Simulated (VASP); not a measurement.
The input files of a VASP run:

File POSCAR:
```
Os
1.0
  0.0000000000   1.9450000000   1.9450000000
  1.9450000000   0.0000000000   1.9450000000
  1.9450000000   1.9450000000   0.0000000000
Os
1
Cartesian
  0.0000000000   0.0000000000   0.0000000000
```

### INCAR
```
SYSTEM = Os
PREC = Accurate; ENCUT = 400; LREAL = F
LASPH = T
EDIFF = 1E-6; NELM = 100; ALGO = Normal
LMAXMIX = 6; LMIXTAU = T
ISMEAR = 1; SIGMA = 0.1
METAGGA = R2SCAN
IBRION = 2; NSW = 60; ISIF = 3
EDIFFG = -0.01
LWAVE = F; LCHARG = F
```

**KPOINTS**
```
Automatic mesh
0
Gamma
14 14 14
0 0 0
```

POTCAR, in this order: Os (PBE.64 set). Program: vasp_std.

### Question
Translate this r2SCAN calculation to Ansatz.

### Answer
One equivalent input (not run):
Ansatz 0.2 input:
```yaml
crystal:
  lattice:
    - [0.0000000, 1.9450000, 1.9450000]
    - [1.9450000, 0.0000000, 1.9450000]
    - [1.9450000, 1.9450000, 0.0000000]
  atoms:
    - { symbol: Os, position: [0.0000000, 0.0000000, 0.0000000] }
kpoints:
  mp_grid: { grid: [14, 14, 14] }
hamiltonian:
  xc: r2scan
  pseudopotentials: { kind: paw }
scf:
  occupations: { method: methfessel_paxton, width: 0.1 }
  max_iter: 100
relax:
  max_steps: 60
  f_tol: 0.01
  cell: {}
output: { forces: true, stress: true, eigenvalues: true }
```
Limits of the translation: each code has its own PAW files, so the cut-off isn't converted (ENCUT is set for VASP's; basis.ecutwfc is left out, and Ansatz then takes the one that its files recommend); Ansatz stops its SCF on the density residual and VASP on the energy change (EDIFF).

The structure comes from a measured Os entry (Fm-3m) of the Crystallography Open Database, whose conditions weren't checked. This run relaxes it. Symmetry was kept, so distortions that lower it aren't found.
